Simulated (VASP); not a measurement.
**SrO with PBE: from relaxation to properties**

Wanted: the relaxed cell of SrO and its properties. The steps: full relaxation (PBE), second relaxation, single point with fields (PBE), band structure (PBE), density of states (PBE), independent-particle dielectric function (PBE), bands along the symmetry lines (PBE + SOC), band structure (HSE06), bands along the symmetry lines (TB-mBJ) and total energy, forces and stress (PBE), changed input. The start is a cell from a database of measured crystal structures.

Main program and level: VASP 6.6.1; PBE; plane waves and PAW (Sr_sv, O), in the first sound run; inputs show where later runs differ.

## 1. The structure

Before any relaxation, the start is as follows. Symmetry: Fm-3m, No. 225, cubic system. The conventional cell has a = 5.161 Å, b = 5.161 Å, c = 5.161 Å, α = 90.00°, β = 90.00°, γ = 90.00°. Nearest to Sr lie 6 O at 2.58 Å. O has 6 Sr at 2.58 Å nearest. Farther neighbours and most contacts between anions are not listed.

## 2. Full relaxation (PBE)

Properties are meant for the cell that this level of theory prefers, so cell and atoms are relaxed first (ISIF = 3) until forces and stress are small; EDIFFG sets the threshold. PBE, the usual starting point, adds the gradient of the density.

The input, INCAR:

```
SYSTEM = SrO
PREC = Accurate
ENCUT = 520
EDIFF = 1E-06
NELM = 100
ISMEAR = 0
SIGMA = 0.05
LREAL = .FALSE.
ALGO = Normal
GGA = PE
NBANDS = 14
LORBIT = 11
LWAVE = .FALSE.
LCHARG = .FALSE.
KPAR = 2
IBRION = 2
NSW = 60
ISIF = 3
EDIFFG = -0.01
```

The input, POSCAR:

```
SrO
1.0
    0.0000000000      2.5806600000      2.5806600000
    2.5806600000      0.0000000000      2.5806600000
    2.5806600000      2.5806600000      0.0000000000
Sr O
1 1
Direct
    0.0000000000      0.0000000000      0.0000000000
    0.5000000000      0.5000000000      0.5000000000
```

The input, KPOINTS:

```
Automatic mesh
0
Gamma
8 8 8
0 0 0
```

PAW data sets: Sr_sv and O (PBE family, release 64).

Launch:

```console
$ mpirun -np 2 vasp_std
```

The log of the run:

```text
[banner, memory and clock lines left out]
running    2 mpi-ranks, on    1 nodes
 distrk:  each k-point on    1 cores,    2 groups
 distr:  one band on    1 cores,    1 groups

 POSCAR found type information on POSCAR SrO
 POSCAR found :  2 types and       2 ions
 LDA part: xc-table for (Slater+PW92), standard interpolation
 POSCAR, INCAR and KPOINTS ok, starting setup
 FFT: planning ... GRIDC
 FFT: planning ... GRID_SOFT
 FFT: planning ... GRID
 WAVECAR not read
 entering main loop
       N       E                     dE             d eps       ncg     rms          rms(c)
DAV:   1     0.685517733169E+02    0.68552E+02   -0.85618E+03   812   0.111E+03
DAV:   2    -0.111558131901E+02   -0.79708E+02   -0.72675E+02  1106   0.229E+02
DAV:   3    -0.141909792043E+02   -0.30352E+01   -0.30223E+01  1032   0.407E+01
DAV:   4    -0.142478544862E+02   -0.56875E-01   -0.56868E-01  1000   0.540E+00
DAV:   5    -0.142494309555E+02   -0.15765E-02   -0.15764E-02  1096   0.613E-01    0.161E+01
DAV:   6    -0.121905571153E+02    0.20589E+01   -0.73066E+00   842   0.208E+01    0.192E+01
DAV:   7    -0.120567459360E+02    0.13381E+00   -0.37443E-01   950   0.532E+00    0.111E+01
DAV:   8    -0.120459854600E+02    0.10760E-01   -0.12283E-01   950   0.364E+00    0.577E-01
DAV:   9    -0.120477587341E+02   -0.17733E-02   -0.64607E-03  1182   0.535E-01    0.242E-01
DAV:  10    -0.120482050890E+02   -0.44635E-03   -0.44878E-04   860   0.218E-01    0.120E-01
DAV:  11    -0.120483711698E+02   -0.16608E-03   -0.17403E-04   860   0.102E-01    0.386E-02
DAV:  12    -0.120483878133E+02   -0.16644E-04   -0.30442E-05   872   0.429E-02    0.416E-02
DAV:  13    -0.120483883249E+02   -0.51156E-06   -0.24625E-06   908   0.140E-02
   1 F= -.12048388E+02 E0= -.12048388E+02  d E =-.120484E+02
 curvature:   0.00 expect dE= 0.000E+00 dE for cont linesearch  0.000E+00
 trial: gam= 0.00000 g(F)=  0.798E-64 g(S)=  0.173E-01 ort = 0.000E+00 (trialstep = 0.100E+01)
 search vector abs. value=  0.173E-01
 bond charge predicted
       N       E                     dE             d eps       ncg     rms          rms(c)
DAV:   1    -0.121895288960E+02   -0.14114E+00   -0.27431E+00  1004   0.139E+01    0.324E+00
DAV:   2    -0.120804479516E+02    0.10908E+00   -0.40875E-01   974   0.525E+00    0.104E+00
DAV:   3    -0.120561644740E+02    0.24283E-01   -0.40528E-02  1224   0.212E+00    0.112E+00
DAV:   4    -0.120519080602E+02    0.42564E-02   -0.20636E-02  1296   0.966E-01    0.840E-01
DAV:   5    -0.120530944533E+02   -0.11864E-02   -0.17794E-03  1284   0.280E-01    0.341E-01
DAV:   6    -0.120535519239E+02   -0.45747E-03   -0.14297E-03  1322   0.211E-01    0.359E-02
DAV:   7    -0.120535532487E+02   -0.13248E-05   -0.14294E-05   842   0.355E-02    0.103E-02
DAV:   8    -0.120535527348E+02    0.51387E-06   -0.80514E-07   714   0.834E-03
   2 F= -.12053553E+02 E0= -.12053553E+02  d E =-.516441E-02
 trial-energy change:   -0.005164  1 .order   -0.005340   -0.017265    0.006584
 step:   0.7149(harm=  0.7239)  dis= 0.00000  next Energy=   -12.054495 (dE=-0.611E-02)
 bond charge predicted
       N       E                     dE             d eps       ncg     rms          rms(c)
DAV:   1    -0.120656540872E+02   -0.12101E-01   -0.22496E-01  1024   0.400E+00    0.999E-01
DAV:   2    -0.120566198366E+02    0.90343E-02   -0.32351E-02   944   0.148E+00    0.298E-01
DAV:   3    -0.120546591497E+02    0.19607E-02   -0.32814E-03  1220   0.598E-01    0.245E-01
DAV:   4    -0.120543227852E+02    0.33636E-03   -0.20236E-03  1272   0.300E-01    0.191E-01
DAV:   5    -0.120544393113E+02   -0.11653E-03   -0.89373E-05  1278   0.795E-02    0.540E-02
DAV:   6    -0.120544755084E+02   -0.36197E-04   -0.98431E-05  1362   0.615E-02    0.141E-02
DAV:   7    -0.120544774311E+02   -0.19227E-05   -0.17389E-06   882   0.134E-02    0.408E-03
DAV:   8    -0.120544772313E+02    0.19984E-06   -0.12602E-07   430   0.339E-03
   3 F= -.12054477E+02 E0= -.12054477E+02  d E =-.608891E-02
 curvature:  -0.36 expect dE=-0.734E-07 dE for cont linesearch -0.734E-07
 trial: gam=-0.00342 g(F)=  0.193E-61 g(S)=  0.203E-06 ort = 0.592E-04 (trialstep = 0.943E+00)
 search vector abs. value=  0.102E-09
 reached required accuracy - stopping structural energy minimisation
```

It took 19 s on 2 MPI ranks of AMD EPYC 7R43, shared host; peak memory 0.26 GiB.

The logs omit lines about the potential files and the build; timing stands in the text.

OUTCAR, selected parts (step 2):

```text
ion  position               nearest neighbor table
   1  0.000  0.000  0.000-   2 2.58   2 2.58   2 2.58   2 2.58   2 2.58   2 2.58
   2  0.500  0.500  0.500-   1 2.58   1 2.58   1 2.58   1 2.58   1 2.58   1 2.58

  LATTYP: Found a face centered cubic cell.
 ALAT       =     5.1613200000

 Subroutine GETGRP returns: Found 48 space group operations
 (whereof 48 operations were pure point group operations)

The static configuration has the point symmetry O_h .

 Found     29 irreducible k-points:

   k-points           NKPTS =     29   k-points in BZ     NKDIM =     29   number of bands    NBANDS=     14

   dimension x,y,z NGX =    28 NGY =   28 NGZ =   28
   dimension x,y,z NGXF=    56 NGYF=   56 NGZF=   56

   ENCUT  =  520.0 eV  38.22 Ry    6.18 a.u.   6.79  6.79  6.79*2*pi/ulx,y,z

   NELECT =      16.0000    total number of electrons

 k-points in reciprocal lattice and weights: Automatic mesh
   0.00000000  0.00000000  0.00000000       0.002
   0.12500000  0.00000000  0.00000000       0.016
   0.25000000  0.00000000  0.00000000       0.016
   0.37500000  0.00000000  0.00000000       0.016
   0.50000000  0.00000000  0.00000000       0.008
   0.12500000  0.12500000  0.00000000       0.012
   0.25000000  0.12500000  0.00000000       0.047
   0.37500000  0.12500000  0.00000000       0.047
   0.50000000  0.12500000  0.00000000       0.047
[...]
-0.37500000  0.50000000  0.12500000       0.023
  -0.25000000  0.50000000  0.25000000       0.012

 average (electrostatic) potential at core
       1 -36.8229       2 -70.9194

 E-fermi :   1.7805

 k-point     1 :       0.0000    0.0000    0.0000
  band No.  band energies     occupation
    ...
      4     -12.6977      2.00000
      5     -12.6977      2.00000
      6       1.4951      2.00000
      7       1.4951      2.00000
      8       1.4951      2.00000
      9       5.2230      0.00000
     10       7.6235      0.00000
     11       7.6235      0.00000
     12       7.6235      0.00000
     13       9.7105      0.00000
    ...

 k-point     2 :       0.1250    0.0000    0.0000
  band No.  band energies     occupation
    ...
      4     -12.7090      2.00000
      5     -12.3661      2.00000
      6       1.0518      2.00000
      7       1.3110      2.00000
      8       1.3110      2.00000
      9       5.9080      0.00000
     10       7.4764      0.00000
     11       7.9166      0.00000
     12       7.9166      0.00000
     13      10.0935      0.00000
    ...

 k-point     3 :       0.2500    0.0000    0.0000
  band No.  band energies     occupation
    ...
      4     -12.7358      2.00000
      5     -11.9206      2.00000
      6       0.2528      2.00000
      7       0.9118      2.00000
      8       0.9118      2.00000
      9       7.3104      0.00000
     10       7.5026      0.00000
     11       8.7102      0.00000
     12       8.7102      0.00000
     13      11.0550      0.00000
    ...

  Total        0.0016751      0.0016751      0.0016751      0.0000000     -0.0000000     -0.0000000
  in kB        0.0761359      0.0761359      0.0761359      0.0000000     -0.0000000     -0.0000000
  external PRESSURE =       0.0761359 kB  Pullay stress =       0.0000000 kB

  energy-cutoff  :      520.00
  volume of cell :       35.25
      direct lattice vectors                 reciprocal lattice vectors
    -0.000000000  2.602396850  2.602396850    -0.192130574  0.192130574  0.192130574
     2.602396850  0.000000000  2.602396850     0.192130574 -0.192130574  0.192130574
     2.602396850  2.602396850  0.000000000     0.192130574  0.192130574 -0.192130574

 POSITION                                       TOTAL-FORCE (eV/Angst)
 -----------------------------------------------------------------------------------
      0.00000      0.00000      0.00000        -0.000000      0.000000     -0.000000
      2.60240      2.60240      2.60240         0.000000     -0.000000      0.000000
 -----------------------------------------------------------------------------------
    total drift:                                0.000000      0.000000      0.000000

  FREE ENERGIE OF THE ION-ELECTRON SYSTEM (eV)
  ---------------------------------------------------
  free  energy   TOTEN  =       -12.0544772313 eV

  energy  without entropy=      -12.0544772313  energy(sigma->0) =      -12.05447723

 reached required accuracy - stopping structural energy minimisation

 total charge
# of ion       s       p       d       tot
------------------------------------------
    1        2.015   5.806   0.242   8.063
    2        1.552   3.409   0.000   4.961
--------------------------------------------------
tot          3.567   9.216   0.242  13.025

[... 3 further parts left out ...]
```

CONTCAR:

```
SrO
   1.00000000000000
    -0.0000000000000000    2.6023968496232870    2.6023968496232870
     2.6023968496232870    0.0000000000000000    2.6023968496232870
     2.6023968496232870    2.6023968496232870    0.0000000000000000
  Sr              O
     1     1
Direct
     0.0000000000000000    0.0000000000000000    0.0000000000000000
     0.5000000000000000    0.5000000000000000    0.5000000000000000
```

The gap is read on the k-mesh alone, so it is an upper bound where the band edges lie off the mesh. The run keeps the 48 symmetry operations of its start, so it cannot find a distortion of lower symmetry.

The steps of the relaxation:

| step | energy less that of the first step (eV) | largest force (eV/Å) | pressure (GPa) | volume (Å³) |
| --- | --- | --- | --- | --- |
| 1 | 0.0000 | 0.0000 | 2.28 | 34.37 |
| 2 | -0.0052 | 0.0000 | -0.84 | 35.60 |
| 3 | -0.0061 | 0.0000 | 0.01 | 35.25 |

| conventional cell, symmetrised | before | after | change |
| --- | --- | --- | --- |
| a (Å) | 5.161 | 5.205 | +0.8 % |
| b (Å) | 5.161 | 5.205 | +0.8 % |
| c (Å) | 5.161 | 5.205 | +0.8 % |
| volume (Å³/atom) | 17.19 | 17.62 | +2.5 % |

Final coordinates:

```
Sr O
1.0
     0.00000    2.60240    2.60240
     2.60240    0.00000    2.60240
     2.60240    2.60240    0.00000
Sr O
1 1
Direct
  0.00000 0.00000 0.00000
  0.50000 0.50000 0.50000
```

Numbers from this step:

- electrons: 16
- bands: 14
- irreducible k-points: 29
- symmetry operations: 48
- free energy (TOTEN): -12.05 eV
- Fermi energy: 1.780 eV
- pressure: 0.007614 GPa
- metallic: no
- valence top at k: 0, 0, 0
- conduction bottom at k: 0.5, 0.5, 0
- least direct gap at k: 0.5, 0.5, 0
- SCF cycles over all ionic steps: 29
- gap on the k-mesh: 3.283 eV
- least direct gap on the k-mesh: 3.394 eV

It ends with forces that vanish by symmetry and a pressure of 0.01 GPa. The volume lies +2.5 % from that of the database's start.

## 3. Second relaxation

The basis stayed that of the start cell while the cell moved. A rerun from the cell reached resets it; the error of the finite cutoff stays. The mesh changes with the cell too.

INCAR is that of step 2.

The input, POSCAR:

```
SrO
1.0
    0.0000000000      2.6023968496      2.6023968496
    2.6023968496      0.0000000000      2.6023968496
    2.6023968496      2.6023968496      0.0000000000
Sr O
1 1
Direct
    0.0000000000      0.0000000000      0.0000000000
    0.5000000000      0.5000000000      0.5000000000
```

The input, KPOINTS:

```
Automatic mesh
0
Gamma
7 7 7
0 0 0
```

Launch:

```console
$ mpirun -np 2 vasp_std
```

The log of the run:

```text
[... set-up lines as in an earlier step ...]
 entering main loop
       N       E                     dE             d eps       ncg     rms          rms(c)
DAV:   1     0.677713936788E+02    0.67771E+02   -0.83335E+03   568   0.110E+03
DAV:   2    -0.110605982734E+02   -0.78832E+02   -0.71721E+02   776   0.230E+02
DAV:   3    -0.141808149587E+02   -0.31202E+01   -0.30933E+01   690   0.397E+01
DAV:   4    -0.142526298079E+02   -0.71815E-01   -0.71805E-01   778   0.588E+00
DAV:   5    -0.142539013699E+02   -0.12716E-02   -0.12716E-02   686   0.570E-01    0.154E+01
DAV:   6    -0.122034242626E+02    0.20505E+01   -0.73620E+00   578   0.206E+01    0.184E+01
DAV:   7    -0.120636000445E+02    0.13982E+00   -0.40763E-01   690   0.539E+00    0.105E+01
DAV:   8    -0.120528050628E+02    0.10795E-01   -0.13002E-01   626   0.373E+00    0.509E-01
DAV:   9    -0.120544654644E+02   -0.16604E-02   -0.66333E-03   838   0.550E-01    0.246E-01
DAV:  10    -0.120549100194E+02   -0.44455E-03   -0.47222E-04   590   0.228E-01    0.128E-01
DAV:  11    -0.120550836766E+02   -0.17366E-03   -0.18916E-04   644   0.107E-01    0.402E-02
DAV:  12    -0.120551013776E+02   -0.17701E-04   -0.31281E-05   578   0.439E-02    0.403E-02
DAV:  13    -0.120551015245E+02   -0.14692E-06   -0.28775E-06   614   0.153E-02
   1 F= -.12055102E+02 E0= -.12055102E+02  d E =-.120551E+02
 curvature:   0.00 expect dE= 0.000E+00 dE for cont linesearch  0.000E+00
 trial: gam= 0.00000 g(F)=  0.169E-61 g(S)=  0.121E-05 ort = 0.000E+00 (trialstep = 0.100E+01)
 search vector abs. value=  0.121E-05
 reached required accuracy - stopping structural energy minimisation
```

Wall time 6.4 s (2 MPI ranks); peak memory 0.24 GiB; 12 s of CPU time.

OUTCAR, selected parts (step 3):

```text
  LATTYP: Found a face centered cubic cell.
 ALAT       =     5.2047936992

The static configuration has the point symmetry O_h .

 Found     20 irreducible k-points:

   k-points           NKPTS =     20   k-points in BZ     NKDIM =     20   number of bands    NBANDS=     14

   ENCUT  =  520.0 eV  38.22 Ry    6.18 a.u.   6.84  6.84  6.84*2*pi/ulx,y,z

   NELECT =      16.0000    total number of electrons

 E-fermi :   1.8134

 k-point     1 :       0.0000    0.0000    0.0000
  band No.  band energies     occupation
    ...
      4     -12.6978      2.00000
      5     -12.6978      2.00000
      6       1.4951      2.00000
      7       1.4951      2.00000
      8       1.4951      2.00000
      9       5.2229      0.00000
     10       7.6235      0.00000
     11       7.6235      0.00000
     12       7.6235      0.00000
     13       9.7104      0.00000
    ...

 k-point     2 :       0.1429    0.0000    0.0000
  band No.  band energies     occupation
    ...
      4     -12.7122      2.00000
      5     -12.2980      2.00000
      6       0.9421      2.00000
      7       1.2607      2.00000
      8       1.2607      2.00000
      9       6.0900      0.00000
     10       7.4507      0.00000
     11       8.0037      0.00000
     12       8.0037      0.00000
     13      10.2033      0.00000
    ...

  Total        0.0040850      0.0040850      0.0040850      0.0000000      0.0000000      0.0000000
  in kB        0.1856759      0.1856759      0.1856759      0.0000000      0.0000000      0.0000000
  external PRESSURE =       0.1856759 kB  Pullay stress =       0.0000000 kB

  energy-cutoff  :      520.00
  volume of cell :       35.25
      direct lattice vectors                 reciprocal lattice vectors
     0.000000000  2.602396850  2.602396850    -0.192130574  0.192130574  0.192130574
     2.602396850  0.000000000  2.602396850     0.192130574 -0.192130574  0.192130574
     2.602396850  2.602396850  0.000000000     0.192130574  0.192130574 -0.192130574

 POSITION                                       TOTAL-FORCE (eV/Angst)
 -----------------------------------------------------------------------------------
      0.00000      0.00000      0.00000         0.000000      0.000000      0.000000
      2.60240      2.60240      2.60240         0.000000      0.000000     -0.000000
 -----------------------------------------------------------------------------------
    total drift:                                0.000000      0.000000      0.000000

  FREE ENERGIE OF THE ION-ELECTRON SYSTEM (eV)
  ---------------------------------------------------
  free  energy   TOTEN  =       -12.0551015245 eV

  energy  without entropy=      -12.0551015245  energy(sigma->0) =      -12.05510152

 total charge
# of ion       s       p       d       tot
------------------------------------------
    1        2.015   5.807   0.242   8.063
    2        1.551   3.409   0.000   4.960
--------------------------------------------------
tot          3.566   9.216   0.242  13.024

[... 3 parts as in an earlier step ...]

[... 7 further parts left out ...]
```

Little changed from the start: no atom moved by 0.005 Å and no cell edge by 0.1 %.

This step gave:

| Quantity | Value |
| --- | --- |
| irreducible k-points | 20 |
| free energy (TOTEN) | -12.06 eV |
| Fermi energy | 1.813 eV |
| pressure | 0.01857 GPa |
| conduction bottom at k | 0.4286, 0.4286, 0 |
| least direct gap at k | 0.4286, 0.4286, 0 |
| SCF cycles over all ionic steps | 13 |
| gap on the k-mesh | 3.375 eV |
| least direct gap on the k-mesh | 3.496 eV |

It ends with forces that vanish by symmetry and a pressure of 0.02 GPa. The volume moved by under 0.01 %: the run met its threshold at the first step.

(Continued in part 2 of 5.)

[Lines on the potential files, build, host, timing and source positions are cut from VASP's logs without a mark.]

[Logs are printed without paths, hosts, clocks, repeated set-up lines and the standing remarks that a program may print on its own settings, such as how far it seeks lower states.]

[Hosts, paths, dates, database ids (printed as entryN), source tags and the programs' standing remarks are cut or masked in the printed files.]

[A measured line is paired with the nearest computed mode of its activity, which favours agreement.]
